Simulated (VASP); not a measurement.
# ZrSnTe (P4/nmm) in VASP: single point with LDA

Aim: the single point of ZrSnTe with LDA.

Program: VASP 6.6.1. These are calculated values, not measurements. Logs are shortened: lines on timing, memory, paths and dates and some standing lists are left out, and cuts for length are marked.

## 1. The crystal as given

Symmetry: P4/nmm, No. 129, tetragonal system. The conventional cell has a = 4.097 Å, b = 4.097 Å, c = 8.786 Å, α = 90.00°, β = 90.00°, γ = 90.00°. Zr (site symmetry 4mm) has 5 Te at 3.07 to 3.13 Å and 4 Sn at 3.09 Å as nearest neighbours. Around Sn (site symmetry -4m2) lie 4 Sn at 2.90 Å and 4 Zr at 3.09 Å. Around Te (site symmetry 4mm) lie 5 Zr at 3.07 to 3.13 Å.

The cell comes from a database or a generator and needn't be the stable form of this composition.

## 2. Single point, LDA

Input file INCAR:

```
SYSTEM = ZrSnTe
PREC = Accurate
ENCUT = 520
EDIFF = 1E-7
ISMEAR = -1
SIGMA = 0.1
LREAL = .False.
LASPH = .True.
NELM = 100
ALGO = Fast
ISIF = 2
LWAVE = .False.
LCHARG = .False.
GGA = CA
NBANDS = 41
```

Input file KPOINTS:

```
regular mesh
0
Gamma
  6 6 3
  0 0 0
```

Input file POSCAR:

```
ZrSnTe
1.0
    4.0970790000      0.0000000000      0.0000000000
    0.0000000000      4.0970790000      0.0000000000
    0.0000000000      0.0000000000      8.7858370000
Zr Sn Te
2 2 2
Direct
    0.5000000000      0.0000000000      0.2635650000
    0.0000000000      0.5000000000      0.7364350000
    0.0000000000      0.0000000000      0.0000000000
    0.5000000000      0.5000000000      0.0000000000
    0.5000000000      0.0000000000      0.6194130000
    0.0000000000      0.5000000000      0.3805870000
```

Potentials or basis: VASP PAW LDA potentials, release 64 (Zr_sv, Sn_d, Te).

Started as:

```
> cat potpaw_LDA.64/Zr_sv/POTCAR potpaw_LDA.64/Sn_d/POTCAR potpaw_LDA.64/Te/POTCAR > POTCAR
> mpirun -np 1 vasp_std > vasp.out
```

OUTCAR:

```text
SYSTEM = ZrSnTe
   PREC = Accurate
   ENCUT = 520
   EDIFF = 1E-7
   ISMEAR = -1
   LREAL = .False.
   LASPH = .True.
   NELM = 100
   ISIF = 2
   GGA = CA

 ion  position               nearest neighbor table
   1  0.500  0.000  0.264-   6 3.07   6 3.07   6 3.07   6 3.07   4 3.09   3 3.09   3 3.09   4 3.09
                             5 3.13
   2  0.000  0.500  0.736-   5 3.07   5 3.07   5 3.07   5 3.07   4 3.09   4 3.09   3 3.09   3 3.09
                             6 3.13
   3  0.000  0.000  0.000-   4 2.90   4 2.90   4 2.90   4 2.90   2 3.09   1 3.09   1 3.09   2 3.09

   4  0.500  0.500  0.000-   3 2.90   3 2.90   3 2.90   3 2.90   2 3.09   2 3.09   1 3.09   1 3.09

   5  0.500  0.000  0.619-   2 3.07   2 3.07   2 3.07   2 3.07   1 3.13   6 3.58   6 3.58   6 3.58
                             6 3.58
   6  0.000  0.500  0.381-   1 3.07   1 3.07   1 3.07   1 3.07   2 3.13   5 3.58   5 3.58   5 3.58
                             5 3.58

  LATTYP: Found a simple tetragonal cell.
 ALAT       =     4.0970790000
 C/A-ratio  =     2.1444148380

  Lattice vectors:

 A1 = (   4.0970790000,   0.0000000000,   0.0000000000)
 A2 = (   0.0000000000,   4.0970790000,   0.0000000000)
 A3 = (   0.0000000000,   0.0000000000,   8.7858370000)

Analysis of symmetry for initial positions (statically):
=====================================================================
 Subroutine PRICEL returns:
 Original cell was already a primitive cell.

 Routine SETGRP: Setting up the symmetry group for a
 simple tetragonal supercell.

 Subroutine GETGRP returns: Found 16 space group operations
 (whereof  8 operations were pure point group operations)
 out of a pool of 16 trial point group operations.

The static configuration has the point symmetry D_2d.
 The point group associated with its full space group is D_4h.

Analysis of symmetry for dynamics (positions and initial velocities):
=====================================================================
 Subroutine PRICEL returns:
 Original cell was already a primitive cell.

 Routine SETGRP: Setting up the symmetry group for a
 simple tetragonal supercell.

 Subroutine GETGRP returns: Found 16 space group operations
 (whereof  8 operations were pure point group operations)
 out of a pool of 16 trial point group operations.

The dynamic configuration has the point symmetry D_2d.
 The point group associated with its full space group is D_4h.

 Subroutine INISYM returns: Found 16 space group operations
 (whereof  8 operations are pure point group operations),
 and found     1 'primitive' translations

----------------------------------------------------------------------------------------

                                     Primitive cell

  volume of cell :     147.4796

  direct lattice vectors                    reciprocal lattice vectors
     4.097079000  0.000000000  0.000000000     0.244076329  0.000000000  0.000000000
     0.000000000  4.097079000  0.000000000     0.000000000  0.244076329  0.000000000
     0.000000000  0.000000000  8.785837000     0.000000000  0.000000000  0.113819548

  length of vectors
     4.097079000  4.097079000  8.785837000     0.244076329  0.244076329  0.113819548

  position of ions in fractional coordinates (direct lattice)
     0.500000000  0.000000000  0.263565000
     0.000000000  0.500000000  0.736435000
     0.000000000  0.000000000  0.000000000
     0.500000000  0.500000000  0.000000000
     0.500000000  0.000000000  0.619413000
     0.000000000  0.500000000  0.380587000

  ion indices of the primitive-cell ions
   primitive index   ion index
                 1           1
                 2           2
                 3           3
                 4           4
                 5           5
                 6           6

----------------------------------------------------------------------------------------

 KPOINTS: regular mesh

Automatic generation of k-mesh.
 Grid dimensions read from file:
 generate k-points for:    6    6    3

 Generating k-lattice:

  Cartesian coordinates                     Fractional coordinates (reciprocal lattice)
     0.040679388  0.000000000  0.000000000     0.166666667  0.000000000  0.000000000
     0.000000000  0.040679388  0.000000000     0.000000000  0.166666667  0.000000000
     0.000000000  0.000000000  0.037939849     0.000000000  0.000000000  0.333333333

  Length of vectors
     0.040679388  0.040679388  0.037939849

  Shift w.r.t. Gamma in fractional coordinates (k-lattice)
     0.000000000  0.000000000  0.000000000

 Subroutine IBZKPT returns following result:
 ===========================================

 Found     20 irreducible k-points:

 Following reciprocal coordinates:
            Coordinates               Weight
  0.000000  0.000000  0.000000      1.000000
  0.166667  0.000000  0.000000      4.000000
  0.333333  0.000000  0.000000      4.000000
  0.500000  0.000000  0.000000      2.000000
  0.166667  0.166667  0.000000      4.000000
  0.333333  0.166667  0.000000      8.000000
[... 12 lines left out ...]
  0.500000  0.333333  0.333333      8.000000
  0.500000  0.500000  0.333333      2.000000
   k-points           NKPTS =     20   k-points in BZ     NKDIM =     20   number of bands    NBANDS=     41
   number of dos      NEDOS =    301   number of ions     NIONS =      6
   total plane-waves  NPLWV =  63000
   dimension x,y,z NGX =    30 NGY =   30 NGZ =   70
   dimension x,y,z NGXF=    60 NGYF=   60 NGZF=  140
   ions per type =               2   2   2
   NGX,Y,Z   is equivalent  to a cutoff of  12.17, 12.17, 13.25 a.u.
   NGXF,Y,Z  is equivalent  to a cutoff of  24.35, 24.35, 26.49 a.u.
 SYSTEM =  ZrSnTe
   PREC   = accura    normal or accurate (medium, high low for compatibility)
   ISTART =      0    job   : 0-new  1-cont  2-samecut
   ICHARG =      2    charge: 1-file 2-atom 10-const
   ISPIN  =      1    spin polarized calculation?
   LNONCOLLINEAR =      F non collinear calculations
   LSORBIT =      F    spin-orbit coupling
   LASPH  =      T    aspherical Exc in radial PAW
   ENCUT  =  520.0 eV  38.22 Ry    6.18 a.u.   7.62  7.62 16.34*2*pi/ulx,y,z
   NELM   =    100;   NELMIN=  2; NELMDL= -5     # of ELM steps
   EDIFF  = 0.1E-06   stopping-criterion for ELM
   LREAL  =      F    real-space projection
   EDIFFG = 0.1E-05   stopping-criterion for IOM
   NSW    =      0    number of steps for IOM
   IBRION =     -1    ionic relax: 0-MD 1-quasi-New 2-CG
   NFREE  =      0    steps in history (QN), initial steepest desc. (CG)
   ISIF   =      2    stress and relaxation
   ISYM   =      2    0-nonsym 1-usesym 2-fastsym
   POTIM  = 0.5000    time-step for ionic-motion
   TEBEG  =    0.0;   TEEND  =   0.0 temperature during run
   PSTRESS=    0.0 pullay stress
   NELECT =      64.0000    total number of electrons
   NUPDOWN=      -1.0000    fix difference up-down
   EMIN   =  10.00;   EMAX   =-10.00  energy-range for DOS
   EFERMI =   0.00;   METHOD = LEGACY
   ISMEAR =    -1;   SIGMA  =   0.10  broadening in eV -4-tet -1-fermi 0-gaus
   EFERMI_NEDOS =   21; number of points for ismear=-14 and -15
   IALGO  =     68    algorithm
   IMIX   =      4    mixing-type and parameters
     AMIX     =   0.40;   BMIX     =  1.00
     AMIX_MAG =   1.60;   BMIX_MAG =  1.00
  volume/ion in A,a.u.               =      24.58       165.87
  Fermi-wavevector in a.u.,A,eV,Ry     =   1.239436  2.342195 20.901302  1.536202
  Thomas-Fermi vector in A             =   2.373920
   LORBIT       =      0    0 simple, 1 ext, 2 COOP (PROOUT), +10 PAW based schemes
   GGA     = CA    functional components
   LHFCALC =     F    Hartree Fock is set to
   AEXX    =    0.0000 exact exchange contribution
   IVDW    =     0    specifies the selected vdW correction
   LEPSILON=     F    determine dielectric tensor
   LRPA    =     F    only Hartree local field effects (RPA)
 non-spin polarized calculation
 RMM-DIIS sequential band-by-band and
  energy-cutoff  :      520.00
  volume of cell :      147.48
 maximum number of plane-waves:      3999
   NGX = 15   NGY = 15   NGZ = 33

 number of electron      63.9999994 magnetization

 Free energy of the ion-electron system (eV)
  ---------------------------------------------------
  ext. energy  EPLUGINS =         0.00000000
  ---------------------------------------------------
  free energy    TOTEN  =       -39.77076309 eV

  energy without entropy =      -39.71584778  energy(sigma->0) =      -39.74330544

 E-fermi :   9.2482     XC(G=0): -10.9343

 val. band max:        9.2296592979   @ k =   0.1667   0.1667   0.3333
 cond. band min:       9.2548258851   @ k =   0.1667   0.1667   0.3333
 fundamental gap:      0.0251665872
 Fermi energy:         9.2482248485

 k-point     1 :       0.0000    0.0000    0.0000
  band No.  band energies     occupation
      1     -40.2426      2.00000
      2     -40.2423      2.00000
      3     -18.4232      2.00000
      4     -18.4232      2.00000
      5     -18.4230      2.00000
      6     -18.4230      2.00000
[... 33 lines left out ...]
     40      12.3831      0.00000
     41      12.5175      0.00000

 k-point     2 :       0.1667    0.0000    0.0000
  band No.  band energies     occupation
      1     -40.2421      2.00000
      2     -40.2418      2.00000
      3     -18.4364      2.00000
      4     -18.4364      2.00000
      5     -18.4215      2.00000
      6     -18.4214      2.00000
[... 33 lines left out ...]
     40      12.0974      0.00000
     41      12.4593      0.00000

 k-point     3 :       0.3333    0.0000    0.0000
  band No.  band energies     occupation
      1     -40.2411      2.00000
      2     -40.2409      2.00000
      3     -18.4629      2.00000
      4     -18.4628      2.00000
      5     -18.4183      2.00000
      6     -18.4182      2.00000
[... 699 lines left out ...]
      2     -40.2390      2.00000
      3     -18.4684      2.00000
      4     -18.4684      2.00000
      5     -18.4535      2.00000
      6     -18.4535      2.00000
[... 33 lines left out ...]
     40      12.2929      0.00000
     41      12.6832      0.00000

 k-point    20 :       0.5000    0.5000    0.3333
  band No.  band energies     occupation
      1     -40.2385      2.00000
      2     -40.2385      2.00000
      3     -18.4669      2.00000
      4     -18.4669      2.00000
      5     -18.4646      2.00000
      6     -18.4646      2.00000
[... 33 lines left out ...]
     40      11.6382      0.00000
     41      12.6280      0.00000

------------------------ aborting loop because EDIFF is reached ----------------------------------------

  FORCE on cell =-STRESS in cart. coord.  units (eV):
  Direction    XX          YY          ZZ          XY          YZ          ZX
  --------------------------------------------------------------------------------------
  -------------------------------------------------------------------------------------
  Total       -4.7889145     -4.7889145     -4.6911136      0.0000000      0.0000000     -0.0000000
  in kB      -52.0254498    -52.0254498    -50.9629679      0.0000000      0.0000000     -0.0000000
  external PRESSURE =     -51.6712892 kB  Pullay stress =       0.0000000 kB

 VOLUME and BASIS-vectors are now :
 -----------------------------------------------------------------------------
  energy-cutoff  :      520.00
  volume of cell :      147.48
      direct lattice vectors                 reciprocal lattice vectors
     4.097079000  0.000000000  0.000000000     0.244076329  0.000000000  0.000000000
     0.000000000  4.097079000  0.000000000     0.000000000  0.244076329  0.000000000
     0.000000000  0.000000000  8.785837000     0.000000000  0.000000000  0.113819548

 POSITION                                       TOTAL-FORCE (eV/Angst)
 -----------------------------------------------------------------------------------
      2.04854      0.00000      2.31564         0.000000     -0.000000     -0.005337
      0.00000      2.04854      6.47020         0.000000     -0.000000      0.005337
      0.00000      0.00000      0.00000        -0.000000     -0.000000      0.000000
      2.04854      2.04854      0.00000        -0.000000     -0.000000      0.000000
      2.04854      0.00000      5.44206         0.000000     -0.000000     -0.024662
      0.00000      2.04854      3.34378         0.000000      0.000000      0.024662
 -----------------------------------------------------------------------------------
    total drift:                                0.000000     -0.000000      0.000000

  FREE ENERGIE OF THE ION-ELECTRON SYSTEM (eV)
  ---------------------------------------------------
  free  energy   TOTEN  =       -39.7707630865 eV

  energy  without entropy=      -39.7158477842  energy(sigma->0) =      -39.74330544
```

It took 8.9 min on 1 thread of Intel Xeon 6975P-C (Granite Rapids), shared host; peak memory 0.27 GiB.

What came out:

```yaml
Free_energy: -39.7708 eV
Pressure: -5.2 GPa
Largest_force: 0.025 eV/Å
Band_gap_on_the_k_mesh: 0.03 eV, direct
```

Forces on the atoms (eV/Å):
```
Zr   0.000  0.000 -0.005
Zr   0.000  0.000  0.005
Sn   0.000  0.000  0.000
Sn   0.000  0.000  0.000
Te   0.000  0.000 -0.025
Te   0.000  0.000  0.025
```

Caveat: spin-orbit coupling is left out, which moves the levels of the heavy elements; an odd mesh through Γ misses points on the zone boundary, where band edges often lie.
